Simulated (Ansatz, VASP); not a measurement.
**Two plane-wave programs on Sc3MnS2**

Contents of INCAR:

```
PREC = Accurate
ENCUT = 520
EDIFF = 1E-7
ISMEAR = 0
SIGMA = 0.1
LREAL = False
LASPH = True
NELM = 150
ALGO = Normal
ISIF = 2
LWAVE = False
LCHARG = False
ISPIN = 2
MAGMOM = 0 0 0 4 0 0
LORBIT = 11
LMAXMIX = 4
GGA = PE
NBANDS = 42
```

The input KPOINTS:

```
Automatic mesh
0
Gamma
  6 6 2
```

The input POSCAR:

```
Sc3MnS2
1.0
    3.2364354600      0.0000000000      0.0000000000
    0.0000000000      3.2364354600      0.0000000000
    0.0000000000      0.0000000000      7.5439219900
Sc Mn S
3 1 2
Direct
    0.0000000000      0.0000000000      0.7985711500
    0.0000000000      0.0000000000      0.2014288500
    0.5000000000      0.5000000000      0.0000000000
    0.0000000000      0.0000000000      0.5000000000
    0.5000000000      0.5000000000      0.6458127500
    0.5000000000      0.5000000000      0.3541872500
```

Input for Ansatz:

```yaml
crystal:
  lattice:
    - [3.23643546, 0.0, 0.0]
    - [0.0, 3.23643546, 0.0]
    - [0.0, 0.0, 7.54392199]
  atoms:
    - { symbol: Sc, position: [0.0, 0.0, 0.79857115] }
    - { symbol: Sc, position: [0.0, 0.0, 0.20142885] }
    - { symbol: Sc, position: [0.5, 0.5, 0.0] }
    - { symbol: Mn, position: [0.0, 0.0, 0.5], spin: 4.0 }
    - { symbol: S, position: [0.5, 0.5, 0.64581275] }
    - { symbol: S, position: [0.5, 0.5, 0.35418725] }
basis:
  ecutwfc: 420
kpoints:
  mp_grid: { grid: [6, 6, 2] }
hamiltonian:
  xc: pbe
scf:
  occupations: { method: gaussian, width: 0.1 }
  lower_state_search: "off"
output:
  forces: true
  stress: true
  eigenvalues: true
  populations: true
magnetization:
  spin_polarized: true
```

Alike in both runs: task single point; functional PBE; k mesh 6 × 6 × 2; occupations gaussian, width 0.1 eV; collinear spin.

|  | VASP | Ansatz |
| --- | --- | --- |
| version | VASP 6.6.1 | Ansatz 0.2.0 |
| potentials or method | VASP PAW PBE potentials, release 64 (Sc_sv, Mn_pv, S) | scalar-relativistic, plane waves, PAW |
| plane-wave cutoff (eV) | 520 | 420 |
| valence electrons in the cell | 58 | 60 |

```csv
,VASP,Ansatz,Ansatz less VASP
gap on the k mesh at the Fermi level (eV),none,none,-
rms of the force components (eV/Å),1.603,1.777,+0.1742
net moment per atom (μB),0.02,0.36,+0.339
size of the moment on the site where the two differ most (μB),0.12,2.47,+2.347
```

The net moments differ so much that the two runs ended in different magnetic states, which moves the other rows too. Site moments also hang on the region over which each program counts them. Atom by atom the forces differ by 0.182 eV/Å (rms over components). A gap of «none» marks a metal or a gap that the smearing closes. The two sets of potentials don't hold the same shells in valence.

Caveats: the k mesh is coarse (spacing up to 0.42 Å⁻¹), so the values aren't converged; the moment fell far below its start of 4 μB, so a state of higher moment may lie lower in energy (VASP); semilocal functionals often make such compounds metallic where correlation or magnetic order opens a gap, which also shifts bond lengths; forces of over 1 eV/Å show positions far from the minimum, so gaps and moduli don't describe the material at rest.
